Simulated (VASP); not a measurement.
Consider the following.

```
Ga32P31
1.0
   11.06711     0.00000     0.00000
    0.00000    11.06711     0.00000
    0.00000     0.00000    11.06711
Ga P
32 31
Direct
  0.49942   0.99862   0.00268
  0.75347   0.24714   0.99619
  0.75024   0.00174   0.25179
  0.00108   0.99909   0.00071
  0.24872   0.25015   0.00175
  0.49816   0.50317   0.99597
  0.75050   0.75117   0.00217
  0.25276   0.00312   0.25147
  0.51563   0.26591   0.24579
  0.73105   0.48071   0.24804
  0.49990   0.00299   0.49705
  0.73935   0.26126   0.50533
  0.75057   0.99862   0.74821
  0.00027   0.50046   0.00311
  0.24926   0.75003   0.00113
  0.99833   0.24966   0.25192
  0.25239   0.50033   0.25202
  0.49985   0.74746   0.25149
  0.99756   0.00225   0.49977
  0.25313   0.24988   0.49845
  0.51479   0.48559   0.50178
  0.75010   0.74681   0.49761
  0.24959   0.99970   0.74984
  0.49772   0.24841   0.75422
  0.75161   0.50268   0.75385
  0.99625   0.74635   0.25159
  0.99740   0.50014   0.49663
  0.25252   0.74773   0.49895
  0.00202   0.24992   0.74820
  0.24922   0.50102   0.74774
  0.49962   0.75179   0.74738
  0.00013   0.74958   0.74889
  0.62836   0.12523   0.12325
  0.87451   0.37160   0.12409
  0.86764   0.13232   0.37922
  0.12406   0.12503   0.12728
  0.37548   0.37860   0.12278
  0.62271   0.62433   0.12363
  0.87524   0.87613   0.12740
  0.38416   0.13467   0.36998
  0.86465   0.61490   0.36948
  0.62216   0.12546   0.62724
  0.87521   0.37833   0.62729
  0.87794   0.12271   0.87143
  0.12587   0.62467   0.12797
  0.37477   0.87377   0.12775
  0.12560   0.37463   0.37512
  0.38316   0.61707   0.37943
  0.62501   0.87478   0.37481
  0.12682   0.12522   0.62282
  0.37597   0.37269   0.62665
  0.62723   0.62449   0.62649
  0.87450   0.87315   0.62268
  0.37323   0.12317   0.87856
  0.62558   0.37492   0.87562
  0.87676   0.62683   0.87832
  0.12459   0.87488   0.37502
  0.12353   0.62468   0.62189
  0.37503   0.87713   0.62219
  0.12492   0.37609   0.87510
  0.37316   0.62775   0.87161
  0.62493   0.87519   0.87520
  0.12482   0.87419   0.87488
```
Cell charge +1.

These are HSE06 screened hybrid, VASP's PBE PAW potentials (set 64) (plane waves; VASP 6.6.1) values and carry that method's errors. Run with PREC = Normal, LREAL = Auto, ISYM = 0, NELECT = 250.0, EDIFF = 1E-5, 400 eV cut-off, 1×1×1 Γ-centred mesh, Gaussian smearing of 0.050 eV, potentials Ga P. Starting moments (MAGMOM): 63*0.0317. The cell's moment is fixed (NUPDOWN = 2).

The cell is charged, with a uniform compensating background. The supercell is sampled at Γ alone, which is coarse: total energies, pressure and levels can be off, energies of defects by several tenths of an eV.

### Question
What does the run give for the cell moment, energy per atom (σ→0)?

### Answer

```yaml
cell_moment: 2.00 μB
energy per atom (σ→0): -5.312 eV/atom
```

### Question
Give the moment on each site (PAW-sphere projection).

### Answer

```csv
site,moment (μB)
Ga1,0.01
Ga2,0.01
Ga3,0.01
Ga4,0.00
Ga5,0.01
Ga6,0.01
Ga7,0.01
Ga8,0.00
Ga9,0.09
Ga10,0.10
Ga11,0.01
Ga12,0.09
Ga13,0.01
Ga14,0.01
Ga15,0.00
Ga16,0.01
Ga17,0.01
Ga18,0.01
Ga19,0.01
Ga20,0.01
Ga21,0.12
Ga22,0.01
Ga23,0.00
Ga24,0.01
Ga25,0.01
Ga26,0.00
Ga27,0.01
Ga28,0.01
Ga29,0.01
Ga30,0.01
Ga31,0.01
Ga32,0.00
P33,0.04
P34,0.04
P35,0.01
P36,0.02
P37,0.03
P38,0.04
P39,0.02
P40,0.01
P41,0.02
P42,0.04
P43,0.03
P44,0.02
P45,0.02
P46,0.02
P47,0.02
P48,0.02
P49,0.02
P50,0.02
P51,0.04
P52,0.04
P53,0.02
P54,0.02
P55,0.04
P56,0.01
P57,0.03
P58,0.02
P59,0.02
P60,0.02
P61,0.01
P62,0.02
P63,0.01
```

The cell is a supercell with a defect, built from GaP (zinc blende): vac_P, charge +1. The cell's shape comes from a PBE relaxation.
